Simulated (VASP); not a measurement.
# OsF2 (P4_2/mnm) in VASP: further runs

One crystal, OsF2, is run at these levels: r2SCAN; tasks: single point.

All numbers are computed with VASP 6.6.1; they aren't measurements. Logs are shortened: lines on timing, memory, paths and dates and some standing lists are left out, and cuts for length are marked.

## (1) Starting point

The structure is tetragonal, space group P4_2/mnm (No. 136). The conventional cell has a = 4.929 Å, b = 4.929 Å, c = 3.370 Å, α = 90.00°, β = 90.00°, γ = 90.00°. Os (site symmetry mmm) has 6 F at 2.14 to 2.16 Å as nearest neighbours. F (site symmetry m2m) is surrounded by 3 Os at 2.14 to 2.16 Å.

The cell was built by a generator and needn't be a form met in nature.

## (2) Single point, r2SCAN

POSCAR

```
OsF2
1.0
    4.9285233400      0.0000000000      0.0000000000
    0.0000000000      4.9285233400      0.0000000000
    0.0000000000      0.0000000000      3.3702109700
Os F
2 4
Direct
    0.0000000000      0.0000000000      0.0000000000
    0.5000000000      0.5000000000      0.5000000000
    0.3100000000      0.3100000000      0.0000000000
    0.1900000000      0.8100000000      0.5000000000
    0.6900000000      0.6900000000      0.0000000000
    0.8100000000      0.1900000000      0.5000000000
```

INCAR.step1

```
SYSTEM = OsF2
ALGO = Normal ; EDIFF = 1E-4
ENCUT = 520 ; GGA = PE
ISMEAR = 0 ; LASPH = .TRUE.
LCHARG = .FALSE. ; LREAL = .FALSE.
LWAVE = .TRUE. ; NBANDS = 31
NELM = 100 ; PREC = Accurate
SIGMA = 0.0154
```

INCAR.step2

```
SYSTEM = OsF2
ALGO = Normal ; EDIFF = 1E-6
ENCUT = 520 ; ISIF = 2
ISMEAR = 0 ; ISTART = 1
LASPH = .TRUE. ; LCHARG = .TRUE.
LELF = .TRUE. ; LMIXTAU = .TRUE.
LREAL = .FALSE. ; LVHAR = .TRUE.
LWAVE = .FALSE. ; METAGGA = R2SCAN
NBANDS = 31 ; NELM = 100
PREC = Accurate ; SIGMA = 0.0154
```

KPOINTS

```
k-points
0
G
  4 4 5
  0 0 0
```

Potentials or basis: VASP PAW PBE potentials, release 64 (Os, F).

The run is started by

```
cat potpaw_PBE.64/Os/POTCAR potpaw_PBE.64/F/POTCAR > POTCAR
cp INCAR.step1 INCAR
mpirun -np 1 vasp_std > vasp.out
cp INCAR.step2 INCAR
mpirun -np 1 vasp_std > vasp.out
```

OUTCAR:

```text
SYSTEM = OsF2
   EDIFF = 1E-6
   ENCUT = 520
   ISIF = 2
   ISMEAR = 0
   ISTART = 1
   LASPH = .TRUE.
   LREAL = .FALSE.
   METAGGA = R2SCAN
   NELM = 100
   PREC = Accurate

 ion  position               nearest neighbor table
   1  0.000  0.000  0.000-   4 2.14   6 2.14   4 2.14   6 2.14   5 2.16   3 2.16
   2  0.500  0.500  0.500-   3 2.14   5 2.14   3 2.14   5 2.14   4 2.16   6 2.16
   3  0.310  0.310  0.000-   2 2.14   2 2.14   1 2.16
   4  0.190  0.810  0.500-   1 2.14   1 2.14   2 2.16
   5  0.690  0.690  0.000-   2 2.14   2 2.14   1 2.16
   6  0.810  0.190  0.500-   1 2.14   1 2.14   2 2.16

  LATTYP: Found a simple tetragonal cell.
 ALAT       =     4.9285233400
 C/A-ratio  =     0.6838175935

  Lattice vectors:

 A1 = (   4.9285233400,   0.0000000000,   0.0000000000)
 A2 = (   0.0000000000,   4.9285233400,   0.0000000000)
 A3 = (   0.0000000000,   0.0000000000,   3.3702109700)

Analysis of symmetry for initial positions (statically):
=====================================================================
 Subroutine PRICEL returns:
 Original cell was already a primitive cell.

 Routine SETGRP: Setting up the symmetry group for a
 simple tetragonal supercell.

 Subroutine GETGRP returns: Found 16 space group operations
 (whereof  8 operations were pure point group operations)
 out of a pool of 16 trial point group operations.

The static configuration has the point symmetry D_2h.
 The point group associated with its full space group is D_4h.

Analysis of symmetry for dynamics (positions and initial velocities):
=====================================================================
 Subroutine PRICEL returns:
 Original cell was already a primitive cell.

 Routine SETGRP: Setting up the symmetry group for a
 simple tetragonal supercell.

 Subroutine GETGRP returns: Found 16 space group operations
 (whereof  8 operations were pure point group operations)
 out of a pool of 16 trial point group operations.

The dynamic configuration has the point symmetry D_2h.
 The point group associated with its full space group is D_4h.

 Subroutine INISYM returns: Found 16 space group operations
 (whereof  8 operations are pure point group operations),
 and found     1 'primitive' translations

----------------------------------------------------------------------------------------

                                     Primitive cell

  volume of cell :      81.8636

  direct lattice vectors                    reciprocal lattice vectors
     4.928523340  0.000000000  0.000000000     0.202900530  0.000000000  0.000000000
     0.000000000  4.928523340  0.000000000     0.000000000  0.202900530  0.000000000
     0.000000000  0.000000000  3.370210970     0.000000000  0.000000000  0.296717330

  length of vectors
     4.928523340  4.928523340  3.370210970     0.202900530  0.202900530  0.296717330

  position of ions in fractional coordinates (direct lattice)
     0.000000000  0.000000000  0.000000000
     0.500000000  0.500000000  0.500000000
     0.310000000  0.310000000  0.000000000
     0.190000000  0.810000000  0.500000000
     0.690000000  0.690000000  0.000000000
     0.810000000  0.190000000  0.500000000

  ion indices of the primitive-cell ions
   primitive index   ion index
                 1           1
                 2           2
                 3           3
                 4           4
                 5           5
                 6           6

----------------------------------------------------------------------------------------

 KPOINTS: k-points

Automatic generation of k-mesh.
 Grid dimensions read from file:
 generate k-points for:    4    4    5

 Generating k-lattice:

  Cartesian coordinates                     Fractional coordinates (reciprocal lattice)
     0.050725133  0.000000000  0.000000000     0.250000000  0.000000000  0.000000000
     0.000000000  0.050725133  0.000000000     0.000000000  0.250000000  0.000000000
     0.000000000  0.000000000  0.059343466     0.000000000  0.000000000  0.200000000

  Length of vectors
     0.050725133  0.050725133  0.059343466

  Shift w.r.t. Gamma in fractional coordinates (k-lattice)
     0.000000000  0.000000000  0.000000000

 Subroutine IBZKPT returns following result:
 ===========================================

 Found     18 irreducible k-points:

 Following reciprocal coordinates:
            Coordinates               Weight
  0.000000  0.000000  0.000000      1.000000
  0.250000  0.000000  0.000000      4.000000
  0.500000  0.000000  0.000000      2.000000
  0.250000  0.250000  0.000000      4.000000
  0.500000  0.250000  0.000000      4.000000
  0.500000  0.500000  0.000000      1.000000
[... 10 lines left out ...]
  0.500000  0.250000  0.400000      8.000000
  0.500000  0.500000  0.400000      2.000000
   k-points           NKPTS =     18   k-points in BZ     NKDIM =     18   number of bands    NBANDS=     31
   number of dos      NEDOS =    301   number of ions     NIONS =      6
   total plane-waves  NPLWV =  44800
   dimension x,y,z NGX =    40 NGY =   40 NGZ =   28
   dimension x,y,z NGXF=    80 NGYF=   80 NGZF=   56
   ions per type =               2   4
   NGX,Y,Z   is equivalent  to a cutoff of  13.49, 13.49, 13.81 a.u.
   NGXF,Y,Z  is equivalent  to a cutoff of  26.99, 26.99, 27.62 a.u.
 SYSTEM =  OsF2
   PREC   = accura    normal or accurate (medium, high low for compatibility)
   ISTART =      1    job   : 0-new  1-cont  2-samecut
   ICHARG =      0    charge: 1-file 2-atom 10-const
   ISPIN  =      1    spin polarized calculation?
   LNONCOLLINEAR =      F non collinear calculations
   LSORBIT =      F    spin-orbit coupling
   LASPH  =      T    aspherical Exc in radial PAW
   ENCUT  =  520.0 eV  38.22 Ry    6.18 a.u.   9.16  9.16  6.27*2*pi/ulx,y,z
   NELM   =    100;   NELMIN=  2; NELMDL=  0     # of ELM steps
   EDIFF  = 0.1E-05   stopping-criterion for ELM
   LREAL  =      F    real-space projection
   EDIFFG = 0.1E-04   stopping-criterion for IOM
   NSW    =      0    number of steps for IOM
   IBRION =     -1    ionic relax: 0-MD 1-quasi-New 2-CG
   NFREE  =      0    steps in history (QN), initial steepest desc. (CG)
   ISIF   =      2    stress and relaxation
   ISYM   =      2    0-nonsym 1-usesym 2-fastsym
   POTIM  = 0.5000    time-step for ionic-motion
   TEBEG  =    0.0;   TEEND  =   0.0 temperature during run
   PSTRESS=    0.0 pullay stress
   NELECT =      44.0000    total number of electrons
   NUPDOWN=      -1.0000    fix difference up-down
   EMIN   =  10.00;   EMAX   =-10.00  energy-range for DOS
   EFERMI =   0.00;   METHOD = LEGACY
   ISMEAR =     0;   SIGMA  =   0.02  broadening in eV -4-tet -1-fermi 0-gaus
   EFERMI_NEDOS =   21; number of points for ismear=-14 and -15
   IALGO  =     38    algorithm
   IMIX   =      4    mixing-type and parameters
     AMIX     =   0.40;   BMIX     =  1.00
     AMIX_MAG =   1.60;   BMIX_MAG =  1.00
  volume/ion in A,a.u.               =      13.64        92.07
  Fermi-wavevector in a.u.,A,eV,Ry     =   1.331053  2.515326 24.105485  1.771703
  Thomas-Fermi vector in A             =   2.460094
   LORBIT       =      0    0 simple, 1 ext, 2 COOP (PROOUT), +10 PAW based schemes
   METAGGA = R2SCAN    functional components
   LHFCALC =     F    Hartree Fock is set to
   AEXX    =    0.0000 exact exchange contribution
   IVDW    =     0    specifies the selected vdW correction
   LEPSILON=     F    determine dielectric tensor
   LRPA    =     F    only Hartree local field effects (RPA)
 non-spin polarized calculation
 Gauss-broadening in eV      SIGMA  =   0.02
  energy-cutoff  :      520.00
  volume of cell :       81.86
 maximum number of plane-waves:      2220
 NGX is ok and might be reduce to    40
   NGX = 19   NGY = 19   NGZ = 13

 number of electron      43.9999978 magnetization

 Free energy of the ion-electron system (eV)
  ---------------------------------------------------
  ext. energy  EPLUGINS =         0.00000000
  ---------------------------------------------------
  free energy    TOTEN  =      -121.42566641 eV

  energy without entropy =     -121.42556772  energy(sigma->0) =     -121.42561706

 E-fermi :   3.7167     XC(G=0): -11.0309

 val. band max:        3.7030110103   @ k =   0.0000   0.0000   0.0000
 cond. band min:       3.7303670213   @ k =   0.0000   0.0000   0.0000
 fundamental gap:      0.0273560109
 Fermi energy:         3.7166890158

 k-point     1 :       0.0000    0.0000    0.0000
  band No.  band energies     occupation
      1     -24.0906      2.00000
      2     -23.7353      2.00000
      3     -23.4923      2.00000
      4     -23.4923      2.00000
      5      -6.6960      2.00000
      6      -6.1413      2.00000
[... 23 lines left out ...]
     30      10.7840      0.00000
     31      13.5204      0.00000

 k-point     2 :       0.2500    0.0000    0.0000
  band No.  band energies     occupation
      1     -24.0233      2.00000
      2     -23.7516      2.00000
      3     -23.5321      2.00000
      4     -23.5117      2.00000
      5      -6.4281      2.00000
      6      -5.9809      2.00000
[... 23 lines left out ...]
     30      11.6097      0.00000
     31      13.6747      0.00000

 k-point     3 :       0.5000    0.0000    0.0000
  band No.  band energies     occupation
      1     -23.8654      2.00000
      2     -23.8654      2.00000
      3     -23.5474      2.00000
      4     -23.5474      2.00000
      5      -5.9061      2.00000
      6      -5.9061      2.00000
[... 23 lines left out ...]
     30      11.5877      0.00000
     31      13.2849      0.00000

 k-point     4 :       0.2500    0.2500    0.0000
  band No.  band energies     occupation
      1     -23.9821      2.00000
      2     -23.7826      2.00000
      3     -23.5521      2.00000
      4     -23.5026      2.00000
      5      -6.4760      2.00000
      6      -5.8541      2.00000
[... 431 lines left out ...]
     30      11.6888      0.00000
     31      12.1592      0.00000

 k-point    17 :       0.5000    0.2500    0.4000
  band No.  band energies     occupation
      1     -23.6948      2.00000
      2     -23.6948      2.00000
      3     -23.6200      2.00000
      4     -23.6200      2.00000
      5      -5.7563      2.00000
      6      -5.7563      2.00000
[... 23 lines left out ...]
     30      11.1718      0.00000
     31      12.4962      0.00000

 k-point    18 :       0.5000    0.5000    0.4000
  band No.  band energies     occupation
      1     -23.6954      2.00000
      2     -23.6954      2.00000
      3     -23.6185      2.00000
      4     -23.6185      2.00000
      5      -5.8810      2.00000
      6      -5.8810      2.00000
[... 23 lines left out ...]
     30      10.7569      0.00000
     31      12.6896      0.00000

------------------------ aborting loop because EDIFF is reached ----------------------------------------

  FORCE on cell =-STRESS in cart. coord.  units (eV):
  Direction    XX          YY          ZZ          XY          YZ          ZX
  --------------------------------------------------------------------------------------
  -------------------------------------------------------------------------------------
  Total       -3.5660480     -3.5660480     -1.3402014      0.0000000      0.0000000      0.0000000
  in kB      -69.7922252    -69.7922252    -26.2294946      0.0000000      0.0000000      0.0000000
  external PRESSURE =     -55.2713150 kB  Pullay stress =       0.0000000 kB

 VOLUME and BASIS-vectors are now :
 -----------------------------------------------------------------------------
  energy-cutoff  :      520.00
  volume of cell :       81.86
      direct lattice vectors                 reciprocal lattice vectors
     4.928523340  0.000000000  0.000000000     0.202900530  0.000000000  0.000000000
     0.000000000  4.928523340  0.000000000     0.000000000  0.202900530  0.000000000
     0.000000000  0.000000000  3.370210970     0.000000000  0.000000000  0.296717330

 POSITION                                       TOTAL-FORCE (eV/Angst)
 -----------------------------------------------------------------------------------
      0.00000      0.00000      0.00000         0.000000      0.000000     -0.000000
      2.46426      2.46426      1.68511         0.000000      0.000000     -0.000000
      1.52784      1.52784      0.00000        -0.082741     -0.082741      0.000000
      0.93642      3.99210      1.68511         0.082741     -0.082741     -0.000000
      3.40068      3.40068      0.00000         0.082741      0.082741     -0.000000
      3.99210      0.93642      1.68511        -0.082741      0.082741     -0.000000
 -----------------------------------------------------------------------------------
    total drift:                               -0.000000     -0.000000     -0.000000

  FREE ENERGIE OF THE ION-ELECTRON SYSTEM (eV)
  ---------------------------------------------------
  free  energy   TOTEN  =      -121.4256664100 eV

  energy  without entropy=     -121.4255677173  energy(sigma->0) =     -121.42561706
```

Wall time 67 s (1 thread of Intel Xeon 6975P-C (Granite Rapids), shared host); peak memory 0.22 GiB.

What came out:

```
Free energy            : -121.4257 eV
Pressure               : -5.5 GPa
Largest force          : 0.117 eV/Å
Band gap on the k mesh : 0.03 eV, direct
```

Forces in eV/Å, atoms in the order of the input:
```
Os   0.000  0.000  0.000
Os   0.000  0.000  0.000
F   -0.083 -0.083  0.000
F    0.083 -0.083  0.000
F    0.083  0.083  0.000
F   -0.083  0.083  0.000
```

Caveat: the PAW data sets were made with another functional, which shifts forces and pressure a little; spin-orbit coupling is left out, which moves the levels of the heavy elements; an odd mesh through Γ misses points on the zone boundary, where band edges often lie.

## (3) Single point, r2SCAN

POSCAR is that of step 2.

INCAR.step1

```
PREC     = Accurate       # precision mode
ENCUT    = 520            # plane-wave cutoff, eV
ISMEAR   = 0              # smearing method
SIGMA    = 0.0154         # smearing width, eV
LREAL    = F              # projectors in reciprocal space
LASPH    = T              # aspherical terms in the spheres
NELM     = 100            # most SCF steps
NBANDS   = 31             # bands
GGA      = PE             # functional
ALGO     = Normal         # electronic algorithm
EDIFF    = 1E-4           # SCF threshold, eV
LWAVE    = T              # write WAVECAR
LCHARG   = F              # write CHGCAR
```

INCAR.step2

```
PREC     = Accurate       # precision mode
ENCUT    = 520            # plane-wave cutoff, eV
EDIFF    = 1E-6           # SCF threshold, eV
ISMEAR   = 0              # smearing method
SIGMA    = 0.0154         # smearing width, eV
LREAL    = F              # projectors in reciprocal space
LASPH    = T              # aspherical terms in the spheres
NELM     = 100            # most SCF steps
ALGO     = Normal         # electronic algorithm
ISIF     = 2              # what is computed and relaxed
LWAVE    = F              # write WAVECAR
LCHARG   = T              # write CHGCAR
METAGGA  = R2SCAN         # meta-GGA
LMIXTAU  = T            
LELF     = T              # ELF
LVHAR    = T            
NBANDS   = 31             # bands
ISTART   = 1
```

KPOINTS

```
regular mesh
0
Gamma
  4 4 5
```

Potentials or basis: VASP PAW PBE potentials, release 64 (Os, F).

The run is started by

```
cat potpaw_PBE.64/Os/POTCAR potpaw_PBE.64/F/POTCAR > POTCAR
cp INCAR.step1 INCAR
mpirun -np 1 vasp_std > vasp.out
cp INCAR.step2 INCAR
mpirun -np 1 vasp_std > vasp.out
```

It took 74 s on 1 thread of Intel Xeon 6975P-C (Granite Rapids), shared host; peak memory 0.22 GiB.

It converged, with:

```yaml
Free_energy: -121.4257 eV
Pressure: -5.5 GPa
Largest_force: 0.117 eV/Å
Band_gap_on_the_k_mesh: 0.03 eV, direct
```

Forces in eV/Å, atoms in the order of the input:
```
Os   0.000  0.000  0.000
Os   0.000  0.000  0.000
F   -0.083 -0.083  0.000
F    0.083 -0.083  0.000
F    0.083  0.083  0.000
F   -0.083  0.083  0.000
```

Stress tensor (GPa, compression positive):
```
-6.98  0.00  0.00
 0.00 -6.98  0.00
 0.00  0.00 -2.62
```

Levels at points of the mesh, in eV from the valence-band top:
```
           k point  band 20  band 21  band 22  band 23  band 24  band 25
(0.00, 0.00, 0.00)    -1.10    -1.00     0.00     0.03     0.50     2.45
(0.50, 0.00, 0.00)    -0.93    -0.51    -0.51     1.70     1.70     2.29
(0.50, 0.50, 0.00)    -1.09    -0.48    -0.48     0.86     0.86     2.44
```

Caveat: the PAW data sets were made with another functional, which shifts forces and pressure a little; spin-orbit coupling is left out, which moves the levels of the heavy elements; an odd mesh through Γ misses points on the zone boundary, where band edges often lie.
